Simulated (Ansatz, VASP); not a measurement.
## TiSn: VASP beside Ansatz

Aim: how closely do two programs agree when they are given the same cell, functional and k mesh? The cell is generated by rule, not measured, and may not be a known phase. The cell is taken from a series of runs on this material, whose earlier steps may have relaxed, scaled, displaced or heated it; both programs get it as it stands.

Calculated with Ansatz 0.2.0; plane waves, with VASP 6.6.1 beside it; single point at PBEsol.

The structure was built from a prototype and need not be the compound's stable phase.

## 1. Starting point

The structure is tetragonal, space group I-42m (No. 121). Conventional cell: a = 6.223 Å, b = 6.223 Å, c = 12.446 Å, α = 90.00°, β = 90.00°, γ = 90.00°. Nearest to Ti lie 4 Sn at 2.70 Å. Sn has 4 Ti at 2.70 Å nearest. Nearest to Sn lie 4 Ti at 2.70 Å. Farther neighbours are not listed.

Structure file:

```cif
data_structure
_symmetry_space_group_name_H-M 'I-42m'
_symmetry_Int_Tables_number 121
_cell_length_a 6.2229
_cell_length_b 6.2229
_cell_length_c 12.4459
_cell_angle_alpha 90.000
_cell_angle_beta 90.000
_cell_angle_gamma 90.000
_cell_volume 481.97
loop_
_atom_site_label
_atom_site_type_symbol
_atom_site_symmetry_multiplicity
_atom_site_Wyckoff_symbol
_atom_site_fract_x
_atom_site_fract_y
_atom_site_fract_z
_atom_site_occupancy
Ti1 Ti 8 i 0.76147 0.23853 0.62500 1
Sn1 Sn 4 c 0.50000 0.00000 0.50000 1
Sn2 Sn 4 e 0.00000 0.00000 0.76125 1
```

## 2. VASP: single point, PBEsol, pair 1

With cell and atoms fixed, the geometry can't cause a difference; cores, projectors, grids and the points listed under the comparison can.

Lines of VASP's logs that name or quote its potential files are left out, and so is its time.

Contents of INCAR:

```
SYSTEM = TiSn
PREC = Accurate
ENCUT = 500
EDIFF = 1E-06
NELM = 120
ISMEAR = 0
SIGMA = 0.01
LREAL = .FALSE.
ALGO = Normal
GGA = PS
NBANDS = 64
LASPH = .TRUE.
LORBIT = 11
LWAVE = .FALSE.
LCHARG = .FALSE.
ISIF = 2
GGA_COMPAT = .FALSE.
KPAR = 2
```

Contents of POSCAR:

```
TiSn
1.0
    0.0000000000      0.0000000000     -6.2229415338
    6.2229415338      0.0000000000      0.0000000000
    3.1114707669     -6.2229415338     -3.1114707669
Ti Sn
4 4
Direct
    0.7385289765      0.2385289765      0.5000000000
    0.2614710235      0.7614710235      0.5000000000
    0.5114710235      0.4885289765      0.0000000000
    0.9885289765      0.0114710235      0.0000000000
    0.6250000000      0.6250000000      0.2500000000
    0.1250000000      0.1250000000      0.2500000000
    0.3637513004      0.8637513004      0.7724973992
    0.8862486996      0.3862486996      0.7275026008
```

Contents of KPOINTS:

```
Automatic mesh
0
Gamma
6 6 6
0 0 0
```

PAW data sets: Ti_sv and Sn_d (PBE family, release 64).

The run is started by

```
$ mpirun -np 2 vasp_std
```

Numbers of over 12 decimals in the logs are rounded to 6 here.

Log:

```text
[banner, memory and clock lines left out]
running    2 mpi-ranks, on    1 nodes
 distrk:  each k-point on    1 cores,    2 groups
 distr:  one band on    1 cores,    1 groups

 POSCAR found type information on POSCAR TiSn
 POSCAR found :  2 types and       8 ions
|                                                                             |
|               ----> ADVICE to this user running VASP <----                  |
|                                                                             |
|     You enforced a specific xc type in the INCAR file but a different       |
|     [... a line on the potential file left out ...]
|     I HOPE YOU KNOW WHAT YOU ARE DOING!                                     |
|                                                                             |

 LDA part: xc-table for (Slater+PW92), standard interpolation
 POSCAR, INCAR and KPOINTS ok, starting setup
 FFT: planning ... GRIDC
 FFT: planning ... GRID_SOFT
 FFT: planning ... GRID
 WAVECAR not read
 entering main loop
       N       E                     dE             d eps       ncg     rms          rms(c)
DAV:   1     0.132737235570E+04    0.13274E+04   -0.49832E+04  3936   0.212E+03
DAV:   2     0.172764437999E+03   -0.11546E+04   -0.11351E+04  3840   0.655E+02
DAV:   3    -0.283893179275E+02   -0.20115E+03   -0.19476E+03  4952   0.231E+02
DAV:   4    -0.516650462467E+02   -0.23276E+02   -0.22933E+02  5560   0.683E+01
DAV:   5    -0.539472508138E+02   -0.22822E+01   -0.22773E+01  5760   0.165E+01    0.199E+01
DAV:   6    -0.474084892167E+02    0.65388E+01   -0.14499E+02  5024   0.407E+01    0.163E+01
DAV:   7    -0.440267238377E+02    0.33818E+01   -0.53436E+01  4976   0.256E+01    0.527E+00
DAV:   8    -0.437837962107E+02    0.24293E+00   -0.38000E+00  4632   0.743E+00    0.188E+00
DAV:   9    -0.438572016174E+02   -0.73405E-01   -0.63006E-01  6064   0.232E+00    0.186E+00
DAV:  10    -0.438246226153E+02    0.32579E-01   -0.53770E-01  5096   0.245E+00    0.486E-01
DAV:  11    -0.438207833349E+02    0.38393E-02   -0.75122E-02  4952   0.107E+00    0.184E-01
DAV:  12    -0.438202587616E+02    0.52457E-03   -0.37418E-03  5416   0.282E-01    0.479E-02
DAV:  13    -0.438202691574E+02   -0.10396E-04   -0.68344E-04  5816   0.833E-02    0.250E-02
DAV:  14    -0.438202606360E+02    0.85214E-05   -0.71291E-05  5064   0.390E-02    0.483E-03
DAV:  15    -0.438202609997E+02   -0.36365E-06   -0.21526E-06  3392   0.959E-03
   1 F= -.43820261E+02 E0= -.43820261E+02  d E =-.158909E-06
```

Parts of OUTCAR (step 2):

```text
ion  position               nearest neighbor table
   1  0.739  0.239  0.500-   5 2.70   6 2.70   7 2.70   8 2.70
   2  0.261  0.761  0.500-   5 2.70   6 2.70   7 2.70   8 2.70
   3  0.511  0.489  0.000-   5 2.70   6 2.70   8 2.70   7 2.70
   4  0.989  0.011  0.000-   5 2.70   6 2.70   8 2.70   7 2.70
   5  0.625  0.625  0.250-   1 2.70   2 2.70   3 2.70   4 2.70
   6  0.125  0.125  0.250-   1 2.70   2 2.70   3 2.70   4 2.70
   7  0.364  0.864  0.772-   2 2.70   1 2.70   3 2.70   4 2.70
   8  0.886  0.386  0.728-   3 2.70   4 2.70   2 2.70   1 2.70

  LATTYP: Found a body centered tetragonal cell.
 ALAT       =     6.2229415338
 C/A-ratio  =     2.0000000000

 Subroutine GETGRP returns: Found  8 space group operations
 (whereof  2 operations were pure point group operations)

The static configuration has the point symmetry C_1h.
 The point group associated with its full space group is D_2d.

 Found     30 irreducible k-points:

   k-points           NKPTS =     30   k-points in BZ     NKDIM =     30   number of bands    NBANDS=     64

   dimension x,y,z NGX =    48 NGY =   48 NGZ =   56
   dimension x,y,z NGXF=    96 NGYF=   96 NGZF=  112

   ENCUT  =  500.0 eV  36.75 Ry    6.06 a.u.  11.35 11.35 13.90*2*pi/ulx,y,z

   NELECT =     104.0000    total number of electrons

 k-points in reciprocal lattice and weights: Automatic mesh
   0.00000000  0.00000000  0.00000000       0.005
   0.16666667  0.00000000  0.00000000       0.037
   0.33333333  0.00000000  0.00000000       0.037
   0.50000000  0.00000000  0.00000000       0.019
   0.16666667  0.16666667  0.00000000       0.037
   0.33333333  0.16666667  0.00000000       0.074
   0.50000000  0.16666667  0.00000000       0.074
  -0.33333333  0.16666667  0.00000000       0.074
  -0.16666667  0.16666667  0.00000000       0.019
[...]
-0.16666667 -0.16666667  0.33333333       0.019
   0.00000000  0.00000000  0.50000000       0.005

 average (electrostatic) potential at core
       1 -76.6659       2 -76.6659       3 -76.6659       4 -76.6659       5-101.0930
       6-101.0930       7-101.0924       8-101.0924

 E-fermi :   4.4263

 k-point     1 :       0.0000    0.0000    0.0000
  band No.  band energies     occupation
    ...
     48       3.5866      2.00000
     49       4.0503      2.00000
     50       4.0625      2.00000
     51       4.2559      2.00000
     52       4.2559      2.00000
     53       4.4537      0.00011
     54       4.5654      0.00000
     55       4.5985      0.00000
     56       5.1810      0.00000
     57       5.1813      0.00000
    ...

 k-point     2 :       0.1667    0.0000    0.0000
  band No.  band energies     occupation
    ...
     48       3.6093      2.00000
     49       3.9464      2.00000
     50       4.0096      2.00000
     51       4.0766      2.00000
     52       4.2630      2.00000
     53       4.5267      0.00000
     54       4.6635      0.00000
     55       4.6921      0.00000
     56       5.1192      0.00000
     57       5.1783      0.00000
    ...

 k-point     3 :       0.3333    0.0000    0.0000
  band No.  band energies     occupation
    ...
     48       3.6516      2.00000
     49       3.7040      2.00000
     50       3.9288      2.00000
     51       3.9843      2.00000
     52       4.1985      2.00000
     53       4.6740      0.00000
     54       4.8184      0.00000
     55       4.8885      0.00000
     56       5.0351      0.00000
     57       5.1536      0.00000
    ...

  Total       -0.4921801     -0.2890717     -0.4921801      0.0000000      0.0000000      0.0000000
  in kB       -3.2722572     -1.9218923     -3.2722572      0.0000000      0.0000000      0.0000000
  external PRESSURE =      -2.8221356 kB  Pullay stress =       0.0000000 kB

  energy-cutoff  :      500.00
  volume of cell :      240.98
      direct lattice vectors                 reciprocal lattice vectors
     0.000000000  0.000000000 -6.222941534     0.000000000  0.080347854 -0.160695709
     6.222941534  0.000000000  0.000000000     0.160695709  0.080347854  0.000000000
     3.111470767 -6.222941534 -3.111470767     0.000000000 -0.160695709  0.000000000

 POSITION                                       TOTAL-FORCE (eV/Angst)
 -----------------------------------------------------------------------------------
      3.04009     -3.11147     -6.15156        -0.037097     -0.015244      0.037097
      6.29433     -3.11147     -3.18285         0.037097     -0.015244     -0.037097
      3.04009      0.00000     -3.18285        -0.037097      0.015244     -0.037097
      0.07138      0.00000     -6.15156         0.037097      0.015244      0.037097
      4.66721     -1.55574     -4.66721        -0.000000      0.000000     -0.000000
      1.55574     -1.55574     -1.55574        -0.000000      0.000000      0.000000
      7.77868     -4.80721     -4.66721        -0.000000     -0.173730      0.000000
      4.66721     -4.52721     -7.77868         0.000000      0.173730     -0.000000
 -----------------------------------------------------------------------------------
    total drift:                                0.000008     -0.000010     -0.000008

  FREE ENERGIE OF THE ION-ELECTRON SYSTEM (eV)
  ---------------------------------------------------
  free  energy   TOTEN  =       -43.8202609997 eV

  energy  without entropy=      -43.8202608408  energy(sigma->0) =      -43.82026092

 total charge
# of ion       s       p       d       tot
------------------------------------------
    1        2.196   6.064   1.880  10.140
    2        2.196   6.064   1.880  10.140
    3        2.196   6.064   1.880  10.140
    4        2.196   6.064   1.880  10.140
    5        1.191   1.413   9.929  12.533
    6        1.191   1.413   9.929  12.533
    7        1.191   1.407   9.929  12.528
    8        1.191   1.407   9.929  12.528
--------------------------------------------------
tot         13.551  29.897  47.236  90.683

[... 3 further parts left out ...]
```

The run ends at a pressure of -0.28 GPa, with forces up to 0.17 eV/Å.

## 3. Ansatz: single point, PBEsol, pair 1

Ansatz runs on its default PAW (the set named soft_2) files.

The same cell, functional, mesh and smearing now go to Ansatz, which takes its cutoff from its data sets.

Contents of input.yaml:

```yaml
crystal:
  lattice:
    - [0.0, 0.0, -6.2229415338]
    - [6.2229415338, 0.0, 0.0]
    - [3.1114707669, -6.2229415338, -3.1114707669]
  atoms:
    - { symbol: Ti, position: [0.7385289765, 0.2385289765, 0.5] }
    - { symbol: Ti, position: [0.2614710235, 0.7614710235, 0.5] }
    - { symbol: Ti, position: [0.5114710235, 0.4885289765, 0.0] }
    - { symbol: Ti, position: [-0.0114710235, 0.0114710235, 0.0] }
    - { symbol: Sn, position: [0.625, 0.625, 0.25] }
    - { symbol: Sn, position: [0.125, 0.125, 0.25] }
    - { symbol: Sn, position: [0.3637513004, 0.8637513004, 0.7724973992] }
    - { symbol: Sn, position: [0.8862486996, 0.3862486996, 0.7275026008] }
kpoints:
  mp_grid: { grid: [6, 6, 6] }
hamiltonian:
  xc: pbesol
scf:
  occupations: { method: gaussian, width: 0.01 }
output:
  forces: true
  stress: true
  eigenvalues: true
```

The run is started by

```
$ ansatz run input.yaml --threads 4 --pin off --max-ram 7168MiB --backend cpu --events-out ev --progress --plain --runs-dir out
```

Log:

```text
Engine: ansatz 0.2.0, aarch64-unknown-linux-gnu
Pseudopotentials: kind: paw
Pseudopotential: Ti, paw, valence charge 12, recommended cutoff 420 eV (normal), Ti.paw.azcp
Pseudopotential: Sn, paw, valence charge 14, recommended cutoff 420 eV (normal), Sn.paw.azcp
Functional definition: PBEsol
  exchange = pbesol_x
  correlation = pbesol_c
Crystal: 8 atoms, lattice volume = 240.983 Å³
Basis set: ecut = 420 eV, 4757 PW (Γ), exchange–correlation on 90×90×108 points (8 copies of the dense FFT grid, shifted against one another)
Bands: 63, of which v1, the nominal top of the filled ones, is band 52 counted from 1 (51 counted from 0)
Symmetry: 8 space group operations
Space group: I-42m (ITA 121), of the structure as read, at distance tolerance 6.2e-5 Å
k-points: 30 of 216 (time reversal used)
Non-local potential: Ti, projectors of the file, l = 0: 3, l = 1: 2, l = 2: 3, l = 3: 1
Non-local potential: Sn, projectors of the file, l = 0: 2, l = 1: 2, l = 2: 2, l = 3: 2
PAW form: soft (Blöchl's): semilocal exchange-correlation on the pseudo side does not see the compensation charge
PAW frozen core: Ti, regenerated for the run's functional, and the local potential with it (the file was generated under x = pbe(κ = 0.804, μ = 0.219515), c = pbe(β = 0.066725))
PAW frozen core: Sn, regenerated for the run's functional, and the local potential with it (the file was generated under x = pbe(κ = 0.804, μ = 0.219515), c = pbe(β = 0.066725))
PAW one-centre angular grid: Ti, 590 points (default); XC on 64 Gauss nodes
PAW one-centre angular grid: Sn, 590 points (default); XC on 64 Gauss nodes
Initial density: superposition of atomic densities (neutral atoms: chi_scale 0, normalization atom), corrected by the library's trained network
Initial wavefunctions: pseudopotential atomic-orbital guess
Functional: x = pbesol(κ = 0.804, μ = 0.123457), c = pbesol(β = 0.046)
SCF iter   1: F=—  HF=-33688.171477 eV  |F-HF|=—  |Δ(HF+E_count)|=         —  Δρ=1.08e-2  dr2=3.98e-1  ethr=1.77e-3  ⟨swp⟩=6.8  Hψ=7768  notcnv=0
preconditioner: auto → Resta (q_TF=auto, 2.372 Å⁻¹)  ε∞=3.3  [insulator: Δε(μ)=0.110 eV  Ē_g=13.284 eV  σ=0.010 eV  W_gap=1.00  n_scr=60 (ndim 8)  ℏωp=20.3 eV  f_vac=0.003  D(μ)=0.00/eV (n_scr^D=0)  ε∞_Penn≈3.3]
SCF iter   2: F=—  HF=-33688.119939 eV  |F-HF|=—  |Δ(HF+E_count)|=   5.15e-2  Δρ=2.87e-3  dr2=1.74e-2  ethr=3.83e-4  ⟨swp⟩=3.0  Hψ=2851  notcnv=0  defer=108
SCF iter   3: F=—  HF=-33688.117925 eV  |F-HF|=—  |Δ(HF+E_count)|=   2.01e-3  Δρ=1.33e-3  dr2=3.11e-3  ethr=1.67e-5  ⟨swp⟩=3.6  Hψ=3258  notcnv=0  defer=78
automatic band count: iteration 3 solves 62 bands in place of 63: the levels show a gap, and the empty bands left out lie too high to hold charge; the band table lists the bands solved (type scf.n_extra_bands for more)
SCF iter   4: F=—  HF=-33688.118082 eV  |F-HF|=—  |Δ(HF+E_count)|=   1.57e-4  Δρ=2.93e-4  dr2=2.40e-4  ethr=2.99e-6  ⟨swp⟩=2.0  Hψ=2412  notcnv=0  defer=78
SCF iter   5: F=—  HF=-33688.118093 eV  |F-HF|=—  |Δ(HF+E_count)|=   1.06e-5  Δρ=4.55e-5  dr2=9.54e-6  ethr=2.31e-7  ⟨swp⟩=2.0  Hψ=2142  notcnv=0  defer=78
SCF iter   6: F=—  HF=-33688.118027 eV  |F-HF|=—  |Δ(HF+E_count)|=   6.60e-5  Δρ=1.21e-5  dr2=5.06e-7  ethr=9.17e-9  ⟨swp⟩=2.0  Hψ=2299  notcnv=0  defer=78
SCF iter   7: F=-33688.118027 eV  HF=-33688.118027 eV  |F-HF|=3.49e-8  |Δ(HF+E_count)|=   4.94e-8  Δρ=4.31e-6  dr2=7.02e-8  ethr=9.62e-11  ⟨swp⟩=10.2  Hψ=7441  notcnv=0
SCF 1 converged in 7 iterations: F = -33688.118027 eV  dr2 = 7.02e-8
  greatest PAW one-centre occupation: 0.999 electrons in one spin orbital (limit 2), on the Ti atom at site 2 (counted from 0), in its partial waves of l = 0
SCF converged after 7 iterations
Free energy (F): -33688.118027 eV
Harris-Foulkes:  -33688.118027 eV  (|F-HF|=3.49e-8)
Internal energy: -33688.118027 eV  (E = F + TS)
E sigma→0 (E₀):  -33688.118027 eV
Entropy (-TS):   -0.000000 eV (-0.000 meV/atom)
Fermi energy:    7.105389 eV
--- Per-component energies (eV) ---
  E_band       = -1407.549650
  E_kinetic    = 1833.242683
  E_local      = -9264.035901  (includes V_loc(G=0)·N_el)
  E_nonlocal   = -76.323208
  E_hartree    = 4535.360131
  E_xc         = -1896.016300
  E_vxc        = -863.766400  (∫ρ·V_xc dr)
  E_paw        = -20354.270553  (= ΣΔE_a)
  E_vpaw       = -2107.379847  (= ΣTr[D̂ρ^β])
  E_aug_tail   = 0.000449  (compensation charges beyond the density's cutoff)
  E_ewald      = -8467.772224
  E_core_change = 1.696896  (= ΣΔE_core)
  E_smearing   = -0.000000  (= −TS)
  E_closure    = -0.000000  (closes the sum)
  Σ components = -33688.118027   (vs F -33688.118027, Δ=0.00e0)
--- Forces (eV/Å), atoms counted from 1 ---
  atom   1  Ti    -0.03835450    -0.01542171     0.03835450
  atom   2  Ti     0.03835450    -0.01542171    -0.03835450
  atom   3  Ti    -0.03835450     0.01542171    -0.03835450
  atom   4  Ti     0.03835450     0.01542171     0.03835450
  atom   5  Sn    -0.00000000     0.00000000     0.00000000
  atom   6  Sn    -0.00000000     0.00000000    -0.00000000
  atom   7  Sn    -0.00000000    -0.17211799     0.00000000
  atom   8  Sn    -0.00000000     0.17211799     0.00000000
  max |Σ_I F_I| component: 2.56e-17 eV/Å
--- Stress (GPa, compression-positive) ---
       -0.287032       0.000000       0.000000
        0.000000      -0.153397       0.000000
        0.000000       0.000000      -0.287032
  P = ⅓ Tr σ = -0.2425 GPa (-2.425 kbar)
--- Band table (eV; the first three rows and the last of 30) ---
  k-point 0: bands = [... 48 lower, 6.7275, 6.7399, 6.9354, 6.9354, 7.1326, 7.2457, 7.2780, 7.8621, ... 6 higher]
  k-point 1: bands = [... 48 lower, 6.7811, 6.7892, 6.8486, 6.8486, 7.1398, 7.2340, 7.2823, 7.8116, ... 6 higher]
  k-point 2: bands = [... 48 lower, 6.8377, 6.8377, 6.8995, 6.9006, 7.1468, 7.2033, 7.3427, 7.6752, ... 6 higher]
  k-point 29: bands = [... 48 lower, 6.4494, 6.4959, 6.5559, 6.5603, 7.7665, 7.7865, 7.8723, 7.9291, ... 6 higher]
```

The column dr2 measures how far the density is from self-consistency, as an energy; F and HF (Harris–Foulkes) agree once it is small.

The run ends at a pressure of -0.24 GPa, with forces up to 0.17 eV/Å.

## 4. Side by side

Known differences besides the potentials themselves: the cutoff is 420 eV in Ansatz and 500 eV in VASP; Ansatz makes its cores anew for this functional, VASP keeps those of its PBE data sets. Total energies have different zeros and are not compared.

The two programs side by side:

| quantity | Ansatz | VASP | difference |
| --- | --- | --- | --- |
| pressure (GPa) | -0.24 | -0.28 | +0.04 |
| gap on the k mesh (eV) | 0.048 | 0.050 | -0.002 |

Forces (eV/Å; atoms numbered as in POSCAR):

| atom | Ansatz x, y, z | VASP x, y, z |
| --- | --- | --- |
| Ti1 | -0.038, -0.015, 0.038 | -0.037, -0.015, 0.037 |
| Ti2 | 0.038, -0.015, -0.038 | 0.037, -0.015, -0.037 |
| Ti3 | -0.038, 0.015, -0.038 | -0.037, 0.015, -0.037 |
| Ti4 | 0.038, 0.015, 0.038 | 0.037, 0.015, 0.037 |
| Sn5 | 0.000, 0.000, 0.000 | 0.000, 0.000, 0.000 |
| Sn6 | 0.000, 0.000, 0.000 | 0.000, 0.000, 0.000 |
| Sn7 | 0.000, -0.172, 0.000 | 0.000, -0.174, 0.000 |
| Sn8 | 0.000, 0.172, 0.000 | 0.000, 0.174, 0.000 |

The forces differ by 0.9 meV/Å r.m.s., which is 1.6 % of the r.m.s. force of 0.055 eV/Å (both taken over all components). A gap on the mesh is an upper bound, since the band edges may lie between its points.

(Part 1 of 2 ends here.)

[Lines on the potential files, build, host, timing and source positions are cut from VASP's logs without a mark.]

[Logs are printed without paths, hosts, clocks, repeated set-up lines and the standing remarks that a program may print on its own settings, such as how far it seeks lower states.]

[Hosts, paths, dates, database ids (printed as entryN), source tags and the programs' standing remarks are cut or masked in the printed files.]
